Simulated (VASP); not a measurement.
# GW on SiO2 (Stishovite)

Wanted: how far GW moves the Kohn-Sham levels of SiO2 (Stishovite). The cell is of the rutile type, one of the forms listed for this formula. The start is a cell from a database of measured crystal structures.

Main program and level: VASP 6.6.1; PBE; plane waves and PAW (Si_GW, O_GW), in the first sound run; inputs show where later runs differ.

## Step 1: The starting structure

Symmetry: P4_2/mnm, No. 136, tetragonal system. Conventional cell: a = 4.177 Å, b = 4.177 Å, c = 2.665 Å, α = 90.00°, β = 90.00°, γ = 90.00°. Nearest to Si lie 6 O at 1.76 to 1.81 Å. O has 3 Si at 1.76 to 1.81 Å nearest. Farther neighbours and most contacts between anions are not listed.

As a file:

```cif
data_structure
_symmetry_space_group_name_H-M 'P 1'
_symmetry_Int_Tables_number 1
_cell_length_a 4.1773
_cell_length_b 4.1773
_cell_length_c 2.6652
_cell_angle_alpha 90.000
_cell_angle_beta 90.000
_cell_angle_gamma 90.000
_cell_volume 46.51
loop_
_atom_site_label
_atom_site_type_symbol
_atom_site_fract_x
_atom_site_fract_y
_atom_site_fract_z
_atom_site_occupancy
Si1 Si 0.00000 0.00000 0.00000 1
Si2 Si 0.50000 0.50000 0.50000 1
O3 O 0.30590 0.30590 0.00000 1
O4 O 0.19410 0.80590 0.50000 1
O5 O 0.69410 0.69410 0.00000 1
O6 O 0.80590 0.19410 0.50000 1
```

## Step 2: Ground state

The orbitals come from a self-consistent PBE run with a tight EDIFF and a narrow smearing. KPOINTS_OPT adds the bands along a path, which shows whether the mesh holds the band edges.

File INCAR:

```
SYSTEM = SiO2
PREC = Accurate
ENCUT = 440
EDIFF = 1E-08
NELM = 100
ISMEAR = 0
SIGMA = 0.01
LREAL = .FALSE.
ALGO = Normal
GGA = PE
NBANDS = 22
LORBIT = 11
LWAVE = .TRUE.
LCHARG = .FALSE.
KPAR = 8
```

File POSCAR:

```
SiO2
1.0
    4.1773000000      0.0000000000      0.0000000000
    0.0000000000      4.1773000000      0.0000000000
    0.0000000000      0.0000000000      2.6652000000
Si O
2 4
Direct
    0.0000000000      0.0000000000      0.0000000000
    0.5000000000      0.5000000000      0.5000000000
    0.3059000000      0.3059000000      0.0000000000
    0.1941000000      0.8059000000      0.5000000000
    0.6941000000      0.6941000000      0.0000000000
    0.8059000000      0.1941000000      0.5000000000
```

File KPOINTS:

```
Automatic mesh
0
Gamma
4 4 6
0 0 0
```

File KPOINTS_OPT:

```
Line mode
12
Line-mode
Reciprocal
  0.00000000   0.00000000   0.00000000 GAMMA
  0.00000000   0.50000000   0.00000000 X

  0.00000000   0.50000000   0.00000000 X
  0.50000000   0.50000000   0.00000000 M

  0.50000000   0.50000000   0.00000000 M
  0.00000000   0.00000000   0.00000000 GAMMA

  0.00000000   0.00000000   0.00000000 GAMMA
  0.00000000   0.00000000   0.50000000 Z

  0.00000000   0.00000000   0.50000000 Z
  0.00000000   0.50000000   0.50000000 R

  0.00000000   0.50000000   0.50000000 R
  0.50000000   0.50000000   0.50000000 A

  0.50000000   0.50000000   0.50000000 A
  0.00000000   0.00000000   0.50000000 Z

  0.00000000   0.50000000   0.00000000 X
  0.00000000   0.50000000   0.50000000 R

  0.50000000   0.50000000   0.00000000 M
  0.50000000   0.50000000   0.50000000 A
```

Potentials, in the order of the species: Si_GW and O_GW (PBE family, release 64).

On the command line:

```sh
$ mpirun -np 8 vasp_std
```

Log:

```text
[banner, memory and clock lines left out]
running    8 mpi-ranks, on    1 nodes
 distrk:  each k-point on    1 cores,    8 groups
 distr:  one band on    1 cores,    1 groups

 POSCAR found type information on POSCAR SiO
 POSCAR found :  2 types and       6 ions
|                                                                             |
|           W    W    AA    RRRRR   N    N  II  N    N   GGGG   !!!           |
|           W    W   A  A   R    R  NN   N  II  NN   N  G    G  !!!           |
|           W    W  A    A  R    R  N N  N  II  N N  N  G       !!!           |
|           W WW W  AAAAAA  RRRRR   N  N N  II  N  N N  G  GGG   !            |
|           WW  WW  A    A  R   R   N   NN  II  N   NN  G    G                |
|           W    W  A    A  R    R  N    N  II  N    N   GGGG   !!!           |
|                                                                             |
|     For optimal performance we recommend to set                             |
|       NCORE = 2 up to number-of-cores-per-socket                            |
|     NCORE specifies how many cores store one orbital (NPAR=cpu/NCORE).      |
|     This setting can greatly improve the performance of VASP for DFT.       |
|     The default, NCORE=1 might be grossly inefficient on modern             |
|     multi-core architectures or massively parallel machines. Do your        |
|     Unfortunately you need to use the default for GW and RPA                |
|     calculations (for HF NCORE is supported but not extensively tested      |
|     yet).                                                                   |
|                                                                             |

 LDA part: xc-table for (Slater+PW92), standard interpolation
 POSCAR, INCAR and KPOINTS ok, starting setup
 FFT: planning ... GRIDC
 FFT: planning ... GRID_SOFT
 FFT: planning ... GRID
 WAVECAR not read
 entering main loop
       N       E                     dE             d eps       ncg     rms          rms(c)
DAV:   1     0.236819694603E+03    0.23682E+03   -0.17024E+04  1332   0.141E+03
DAV:   2    -0.353031241105E+02   -0.27212E+03   -0.24921E+03  1406   0.530E+02
DAV:   3    -0.504570673479E+02   -0.15154E+02   -0.15007E+02  1480   0.115E+02
DAV:   4    -0.509436260378E+02   -0.48656E+00   -0.48533E+00  1548   0.239E+01
DAV:   5    -0.509631722265E+02   -0.19546E-01   -0.19542E-01  1592   0.400E+00    0.134E+01
DAV:   6    -0.462834029103E+02    0.46798E+01   -0.16179E+01  1728   0.441E+01    0.388E+00
DAV:   7    -0.462664552935E+02    0.16948E-01   -0.53185E-01  1486   0.585E+00    0.253E+00
DAV:   8    -0.462726014564E+02   -0.61462E-02   -0.79930E-02  1464   0.450E+00    0.361E-01
DAV:   9    -0.462710626447E+02    0.15388E-02   -0.15793E-02  1690   0.151E+00    0.864E-02
DAV:  10    -0.462712554132E+02   -0.19277E-03   -0.89088E-04  1624   0.281E-01    0.308E-02
DAV:  11    -0.462712472563E+02    0.81569E-05   -0.83518E-05  1680   0.976E-02    0.699E-03
DAV:  12    -0.462712474784E+02   -0.22215E-06   -0.41873E-06  1486   0.208E-02    0.502E-03
DAV:  13    -0.462712470186E+02    0.45986E-06   -0.18461E-06  1722   0.161E-02    0.836E-04
DAV:  14    -0.462712469712E+02    0.47355E-07   -0.91767E-08  1352   0.345E-03    0.398E-04
DAV:  15    -0.462712469735E+02   -0.23169E-08   -0.53611E-09   918   0.115E-03
   1 F= -.46271247E+02 E0= -.46271247E+02  d E =-.250208E-19
 Start KPOINTS_OPT (optional k-point list driver)
k-point batch [1-24\108]
       N       E                     dE             ncg
DAV:   1     0.734443191237E+04   -0.42659E+04     1220
DAV:   2     0.186986102169E+03   -0.71574E+04     1538
DAV:   3    -0.186716257033E+03   -0.37370E+03     1424
DAV:   4    -0.203211310793E+03   -0.16495E+02     1666
DAV:   5    -0.203608571183E+03   -0.39726E+00     1432
DAV:   6    -0.203635991910E+03   -0.27421E-01     1714
DAV:   7    -0.203636822327E+03   -0.83042E-03     1410
DAV:   8    -0.203636879027E+03   -0.56700E-04     1712
DAV:   9    -0.203636880523E+03   -0.14957E-05     1414
DAV:  10    -0.203636880596E+03   -0.73714E-07     1118
DAV:  11    -0.203636880601E+03   -0.47000E-08      950
[...]
k-point batch [97-108\108]
       N       E                     dE             ncg
DAV:   1     0.143804191233E+05   -0.98089E+04      624
DAV:   2     0.111128579475E+05   -0.32676E+04      790
DAV:   3     0.109542531408E+05   -0.15860E+03      712
DAV:   4     0.109473913734E+05   -0.68618E+01      856
DAV:   5     0.109472570332E+05   -0.13434E+00      702
DAV:   6     0.109472465121E+05   -0.10521E-01      912
DAV:   7     0.109472463526E+05   -0.15944E-03      698
DAV:   8     0.109472463437E+05   -0.89590E-05      888
DAV:   9     0.109472463435E+05   -0.14015E-06      636
DAV:  10     0.109472463435E+05   -0.47712E-08      504
 writing wavefunctions
```

The job ended after 6.4 s (8 MPI ranks of Intel Xeon 6975P-C (Granite Rapids), shared host; peak memory 1.4 GiB).

The logs omit lines about the potential files and the build; timing stands in the text.

OUTCAR, selected parts (step 2):

```text
ion  position               nearest neighbor table
   1  0.000  0.000  0.000-   4 1.76   6 1.76   4 1.76   6 1.76   5 1.81   3 1.81
   2  0.500  0.500  0.500-   3 1.76   5 1.76   3 1.76   5 1.76   4 1.81   6 1.81
   3  0.306  0.306  0.000-   2 1.76   2 1.76   1 1.81
   4  0.194  0.806  0.500-   1 1.76   1 1.76   2 1.81
   5  0.694  0.694  0.000-   2 1.76   2 1.76   1 1.81
   6  0.806  0.194  0.500-   1 1.76   1 1.76   2 1.81

  LATTYP: Found a simple tetragonal cell.
 ALAT       =     4.1773000000
 C/A-ratio  =     0.6380197735

 Subroutine GETGRP returns: Found 16 space group operations
 (whereof  8 operations were pure point group operations)

The static configuration has the point symmetry D_2h.
 The point group associated with its full space group is D_4h.

 Found     24 irreducible k-points:

   k-points           NKPTS =     24   k-points in BZ     NKDIM =     24   number of bands    NBANDS=     22

   dimension x,y,z NGX =    30 NGY =   30 NGZ =   18
   dimension x,y,z NGXF=    60 NGYF=   60 NGZF=   36

   ENCUT  =  440.0 eV  32.34 Ry    5.69 a.u.   7.14  7.14  4.56*2*pi/ulx,y,z

   NELECT =      32.0000    total number of electrons

 k-points in reciprocal lattice and weights: Automatic mesh
   0.00000000  0.00000000  0.00000000       0.010
   0.25000000  0.00000000  0.00000000       0.042
   0.50000000  0.00000000  0.00000000       0.021
   0.25000000  0.25000000  0.00000000       0.042
   0.50000000  0.25000000  0.00000000       0.042
   0.50000000  0.50000000  0.00000000       0.010
   0.00000000  0.00000000  0.16666667       0.021
   0.25000000  0.00000000  0.16666667       0.083
   0.50000000  0.00000000  0.16666667       0.042
[...]
0.50000000  0.25000000  0.50000000       0.042
   0.50000000  0.50000000  0.50000000       0.010

 average (electrostatic) potential at core
       1 -64.8385       2 -64.8385       3 -67.0783       4 -67.0783       5 -67.0783
       6 -67.0783

 E-fermi :   8.0292

 k-point     1 :       0.0000    0.0000    0.0000
  band No.  band energies     occupation
    ...
     12       4.8090      2.00000
     13       5.4446      2.00000
     14       7.0849      2.00000
     15       7.0849      2.00000
     16       7.9697      2.00000
     17      13.5830      0.00000
     18      14.6767      0.00000
     19      16.4906      0.00000
     20      16.4906      0.00000
     21      19.0946      0.00000
    ...

 k-point     2 :       0.2500    0.0000    0.0000
  band No.  band energies     occupation
    ...
     12       4.9464      2.00000
     13       5.4778      2.00000
     14       5.8841      2.00000
     15       6.9817      2.00000
     16       7.5078      2.00000
     17      14.4665      0.00000
     18      15.2006      0.00000
     19      16.6591      0.00000
     20      16.7061      0.00000
     21      19.6490      0.00000
    ...

 k-point     3 :       0.5000    0.0000    0.0000
  band No.  band energies     occupation
    ...
     12       4.0736      2.00000
     13       5.2603      2.00000
     14       5.2603      2.00000
     15       6.8960      2.00000
     16       6.8960      2.00000
     17      15.7182      0.00000
     18      15.7182      0.00000
     19      17.0719      0.00000
     20      17.0719      0.00000
     21      19.0353      0.00000
    ...

  Total        1.5448827      1.5448827      2.2352185      0.0000000      0.0000000      0.0000000
  in kB       53.2212354     53.2212354     77.0033158      0.0000000      0.0000000      0.0000000
  external PRESSURE =      61.1485955 kB  Pullay stress =       0.0000000 kB

  energy-cutoff  :      440.00
  volume of cell :       46.51
      direct lattice vectors                 reciprocal lattice vectors
     4.177300000  0.000000000  0.000000000     0.239389079  0.000000000  0.000000000
     0.000000000  4.177300000  0.000000000     0.000000000  0.239389079  0.000000000
     0.000000000  0.000000000  2.665200000     0.000000000  0.000000000  0.375206363

 POSITION                                       TOTAL-FORCE (eV/Angst)
 -----------------------------------------------------------------------------------
      0.00000      0.00000      0.00000         0.000000      0.000000      0.000000
      2.08865      2.08865      1.33260         0.000000      0.000000      0.000000
      1.27784      1.27784      0.00000        -0.070609     -0.070609      0.000000
      0.81081      3.36649      1.33260         0.070609     -0.070609      0.000000
      2.89946      2.89946      0.00000         0.070609      0.070609      0.000000
      3.36649      0.81081      1.33260        -0.070609      0.070609      0.000000
 -----------------------------------------------------------------------------------
    total drift:                               -0.000000      0.000000     -0.000000

  FREE ENERGIE OF THE ION-ELECTRON SYSTEM (eV)
  ---------------------------------------------------
  free  energy   TOTEN  =       -46.2712469735 eV

  energy  without entropy=      -46.2712469735  energy(sigma->0) =      -46.27124697

 total charge
# of ion       s       p       d       tot
------------------------------------------
    1        0.564   0.846   0.436   1.846
    2        0.564   0.846   0.436   1.846
    3        1.524   3.648   0.000   5.171
    4        1.524   3.648   0.000   5.171
    5        1.524   3.648   0.000   5.171
    6        1.524   3.648   0.000   5.171
--------------------------------------------------
tot          7.221  16.283   0.871  24.376

[... 3 further parts left out ...]
```

This step gave:

```
free energy (TOTEN)               : -46.27 eV
Fermi energy                      : 8.029 eV
pressure                          : 6.115 GPa
least gap on mesh and path        : 5.613 eV
least direct gap on mesh and path : 5.613 eV
```

The highest empty bands on the path are converged less tightly, to about 0.1 eV. The electronic bands at the labelled points (eV, zero at the valence-band top; v1 is the highest filled band, c1 the lowest empty one):

```csv
point,v4,v3,v2,v1,c1,c2,c3,c4
Γ,-2.52,-0.88,-0.88,0.00,5.61,6.71,8.52,8.52
0.45 of the way,-2.49,-1.91,-0.97,-0.39,6.37,7.15,8.66,8.69
X,-2.71,-2.71,-1.07,-1.07,7.75,7.75,9.10,9.10
0.55 of the way,-2.99,-2.99,-1.55,-1.55,7.52,7.52,9.66,9.66
M,-2.68,-2.68,-2.29,-2.29,7.43,7.43,10.09,10.09
0.55 of the way,-2.55,-2.35,-1.36,-0.69,6.68,7.56,8.60,9.35
Γ,-2.52,-0.88,-0.88,0.00,5.61,6.71,8.52,8.52
0.45 of the way,-4.23,-1.41,-1.41,-0.65,7.31,9.54,10.14,10.94
Z,-3.08,-3.08,-2.69,-2.69,9.10,9.10,12.65,12.65
0.45 of the way,-2.86,-2.86,-2.33,-2.33,9.02,9.02,11.00,11.00
R,-2.30,-2.30,-1.76,-1.76,8.79,8.79,9.88,9.88
0.45 of the way,-2.30,-2.30,-1.65,-1.65,7.82,7.82,10.66,10.66
A,-1.77,-1.77,-1.56,-1.56,7.18,7.18,11.04,11.04
0.55 of the way,-2.65,-2.54,-2.44,-1.94,8.16,8.78,10.50,11.88
Z,-3.08,-3.08,-2.69,-2.69,9.10,9.10,12.65,12.65
jump to X,-2.71,-2.71,-1.07,-1.07,7.75,7.75,9.10,9.10
0.55 of the way,-2.82,-2.82,-1.49,-1.49,9.11,9.11,10.43,10.43
R,-2.30,-2.30,-1.76,-1.76,8.79,8.79,9.88,9.88
jump to M,-2.68,-2.68,-2.29,-2.29,7.43,7.43,10.09,10.09
0.45 of the way,-1.99,-1.99,-1.76,-1.76,8.20,8.20,11.48,11.48
A,-1.77,-1.77,-1.56,-1.56,7.18,7.18,11.04,11.04
```

Of the projections kept (Si, O), the largest for each band there; the rest of the weight can lie on other orbitals:

```csv
point,v4,v3,v2,v1,c1,c2,c3,c4
Γ,O 0.86,O 0.99,O 0.99,O 1.00,Si 0.55,Si 0.86,Si 0.65,Si 0.65
X,O 0.89,O 0.89,O 0.98,O 0.98,Si 0.55,Si 0.55,Si 0.65,Si 0.65
M,O 0.93,O 0.93,O 0.95,O 0.95,Si 0.67,Si 0.67,Si 0.56,Si 0.56
Γ,O 0.86,O 0.99,O 0.99,O 1.00,Si 0.55,Si 0.86,Si 0.65,Si 0.65
Z,O 0.97,O 0.97,O 0.92,O 0.92,Si 0.63,Si 0.63,O 0.68,O 0.68
R,O 0.90,O 0.90,O 0.99,O 0.99,Si 0.62,Si 0.62,Si 0.70,Si 0.70
```

The cell has a gap of 5.61 eV on mesh and path and a pressure of +6.1 GPa, which holds the misfit of the given cell and coordinates with this functional, and any error of cutoff, mesh and data sets. Forces of up to 0.100 eV/Å remain in these settings.

## Step 3: Empty bands, functional PBE

ALGO = Exact makes the empty bands from the converged ground state in one step. LOPTICS writes the k-derivatives of the orbitals (WAVEDER), which give the long-wavelength limit of the screening.

File INCAR:

```
SYSTEM = SiO2
PREC = Accurate
ENCUT = 440
ISMEAR = 0
SIGMA = 0.01
LREAL = .FALSE.
GGA = PE
NBANDS = 304
ALGO = Exact
NELM = 1
LWAVE = .TRUE.
LCHARG = .FALSE.
LOPTICS = .TRUE.
NEDOS = 1000
CSHIFT = 0.1
```

POSCAR is that of step 2.

KPOINTS is that of step 2.

On the command line:

```sh
$ mpirun -np 8 vasp_std
```

Log:

```text
[banner, memory and clock lines left out]
running    8 mpi-ranks, on    1 nodes
 distrk:  each k-point on    8 cores,    1 groups
 distr:  one band on    1 cores,    8 groups

 POSCAR found type information on POSCAR SiO
 POSCAR found :  2 types and       6 ions
 [... a notice as in an earlier step ...]

 LDA part: xc-table for (Slater+PW92), standard interpolation
 found WAVECAR, reading the header
  number of bands has changed, file:    22 present:   304
  trying to continue reading WAVECAR, but it might fail
 POSCAR, INCAR and KPOINTS ok, starting setup
 FFT: planning ... GRIDC
 FFT: planning ... GRID_SOFT
 FFT: planning ... GRID
 reading WAVECAR
 random initialization beyond band           22
 the WAVECAR file was read successfully
 initial charge from wavefunction
 entering main loop
       N       E                     dE             d eps       ncg     rms          rms(c)
DIA:   1    -0.462712469890E+02   -0.46271E+02    0.00000E+00     0   0.000E+00
   1 F= -.46271247E+02 E0= -.46271247E+02  d E =-.811702E-43
 writing wavefunctions
 optical routines
 imaginary and real dielectric function
 recalculating local potential from charge density
 direction            1
 direction            2
 direction            3
```

It took 8 s on 8 MPI ranks; peak memory 1.6 GiB; 56 s of CPU time.

OUTCAR, selected parts (step 3):

```text
 Found     24 irreducible k-points:

   k-points           NKPTS =     24   k-points in BZ     NKDIM =     24   number of bands    NBANDS=    304

   NELECT =      32.0000    total number of electrons

 E-fermi :   8.0643

 k-point     1 :       0.0000    0.0000    0.0000
  band No.  band energies     occupation
    ...
     12       4.8091      2.00000
     13       5.4447      2.00000
     14       7.0850      2.00000
     15       7.0850      2.00000
     16       7.9697      2.00000
     17      13.5830      0.00000
     18      14.6766      0.00000
     19      16.4906      0.00000
     20      16.4906      0.00000
     21      19.0946      0.00000
    ...

 k-point     4 :       0.2500    0.2500    0.0000
  band No.  band energies     occupation
    ...
     12       4.7442      2.00000
     13       5.3781      2.00000
     14       5.4634      2.00000
     15       6.5118      2.00000
     16       7.1613      2.00000
     17      14.7540      0.00000
     18      15.6369      0.00000
     19      16.6762      0.00000
     20      17.4496      0.00000
     21      19.5670      0.00000
    ...

  Total        1.5437310      1.5437310      2.2341423      0.0000000      0.0000000      0.0000000
  in kB       53.1815581     53.1815581     76.9662428      0.0000000      0.0000000      0.0000000
  external PRESSURE =      61.1097864 kB  Pullay stress =       0.0000000 kB

 POSITION                                       TOTAL-FORCE (eV/Angst)
 -----------------------------------------------------------------------------------
      0.00000      0.00000      0.00000         0.000000     -0.000000      0.000000
      2.08865      2.08865      1.33260         0.000000     -0.000000      0.000000
      1.27784      1.27784      0.00000        -0.070633     -0.070633      0.000000
      0.81081      3.36649      1.33260         0.070633     -0.070633      0.000000
      2.89946      2.89946      0.00000         0.070633      0.070633      0.000000
      3.36649      0.81081      1.33260        -0.070633      0.070633      0.000000
 -----------------------------------------------------------------------------------
    total drift:                               -0.000000      0.000000     -0.000000

  FREE ENERGIE OF THE ION-ELECTRON SYSTEM (eV)
  ---------------------------------------------------
  free  energy   TOTEN  =       -46.2712469890 eV

  energy  without entropy=      -46.2712469890  energy(sigma->0) =      -46.27124699

 plasma frequency squared (from intraband transitions) (eV^2)
  --------------------------------------------------------------------------------------
       0.000       0.000       0.000
       0.000       0.000       0.000
       0.000       0.000       0.000

[... 11 parts as in an earlier step ...]

[... 2 further parts left out ...]
```

The gap is read on the k-mesh alone, so it is an upper bound where the band edges lie off the mesh.

A gap read on the k-mesh alone can miss the band edges.

This step gave:

* gap on the k-mesh: 5.613 eV
* least direct gap on the k-mesh: 5.613 eV

WAVECAR now holds 304 bands for 32 electrons. Its independent-particle dielectric tensor has xx, yy, zz = 3.4, 3.4, 3.6 on this mesh, which isn't tested for convergence in mesh or bands and lacks local fields.

[end of part 1 of 4]

[Lines on the potential files, build, host, timing and source positions are cut from VASP's logs without a mark.]

[Logs are printed without paths, hosts, clocks, repeated set-up lines and the standing remarks that a program may print on its own settings, such as how far it seeks lower states.]

[Hosts, paths, dates, database ids (printed as entryN), source tags and the programs' standing remarks are cut or masked in the printed files.]

[Pressures printed for these runs are not shown converged in the cutoff: they can be off by several GPa and have the wrong sign.]
